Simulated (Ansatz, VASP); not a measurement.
Given: the input of a run of Ansatz 0.2.0 on Mg6SnMo.

The input input.yaml:

```yaml
crystal:
  lattice:
    - [4.956357, 0.0, 0.0]
    - [0.0, 3.1307925, 5.3272295]
    - [0.0, -3.1307925, 5.3272295]
  atoms:
    - { symbol: Sn, position: [0.0, 0.824863, 0.824863] }
    - { symbol: Mo, position: [0.5, 0.666146, 0.666146] }
    - { symbol: Mg, position: [0.5, 0.165772, 0.165772] }
    - { symbol: Mg, position: [0.5, 0.664004, 0.17353] }
    - { symbol: Mg, position: [0.5, 0.17353, 0.664004] }
    - { symbol: Mg, position: [0.0, 0.333724, 0.333724] }
    - { symbol: Mg, position: [0.0, 0.824917, 0.347045] }
    - { symbol: Mg, position: [0.0, 0.347045, 0.824917] }
hamiltonian:
  xc: pbe
  pseudopotentials: { kind: paw }
kpoints:
  mp_grid: { grid: [6, 5, 5] }
scf:
  occupations: { method: gaussian, width: 0.02 }
output:
  forces: true
  stress: true
  eigenvalues: true
```

Potentials or basis: Ansatz PAW.

Run with:

```console
$ ansatz run input.yaml --threads 4 --pin off --max-ram 11264MiB --backend cpu --events-out ev --progress --plain --runs-dir out
```

Translate it to VASP 6.6.1. Potentials there: VASP PAW PBE potentials, release 64 (Sn_d, Mo_pv, Mg_pv).

As run (the cutoff follows the program's own potentials):

INCAR

```
SYSTEM = Mg6SnMo
ALGO = Normal ; EDIFF = 1E-6
ENCUT = 520 ; GGA = PE
ISIF = 2 ; ISMEAR = 0
LASPH = .TRUE. ; LCHARG = .TRUE.
LELF = .TRUE. ; LREAL = .FALSE.
LVHAR = .TRUE. ; LWAVE = .FALSE.
NELM = 80 ; PREC = Accurate
SIGMA = 0.02
```

KPOINTS

```
k-points
0
G
  6 5 5
  0 0 0
```

The input POSCAR:

```
Mg6SnMo
1.0
    4.9563570000      0.0000000000      0.0000000000
    0.0000000000      3.1307925000      5.3272295000
    0.0000000000     -3.1307925000      5.3272295000
Sn Mo Mg
1 1 6
Direct
    0.0000000000      0.8248630000      0.8248630000
    0.5000000000      0.6661460000      0.6661460000
    0.5000000000      0.1657720000      0.1657720000
    0.5000000000      0.6640040000      0.1735300000
    0.5000000000      0.1735300000      0.6640040000
    0.0000000000      0.3337240000      0.3337240000
    0.0000000000      0.8249170000      0.3470450000
    0.0000000000      0.3470450000      0.8249170000
```

Potentials or basis: VASP PAW PBE potentials, release 64 (Sn_d, Mo_pv, Mg_pv).

Run with:

```sh
$ cat potpaw_PBE.64/Sn_d/POTCAR potpaw_PBE.64/Mo_pv/POTCAR potpaw_PBE.64/Mg_pv/POTCAR > POTCAR
$ mpirun -np 1 vasp_std > vasp.out
```

Both were run:

|  | VASP | Ansatz | Ansatz less VASP |
| --- | --- | --- | --- |
| gap on the k mesh at the Fermi level (eV) | none | none | - |
| pressure (GPa) | -0.4 | -0.2 | +0.12 |
| largest component of the traceless stress (GPa) | 0.25 | 0.25 | -0.001 |
| rms of the force components (eV/Å) | 0.011 | 0.011 | +0.0001 |

Atom by atom the forces differ by 0.001 eV/Å (rms over components). A gap of «none» marks a metal or a gap that the smearing closes. The two sets of potentials don't hold the same shells in valence.
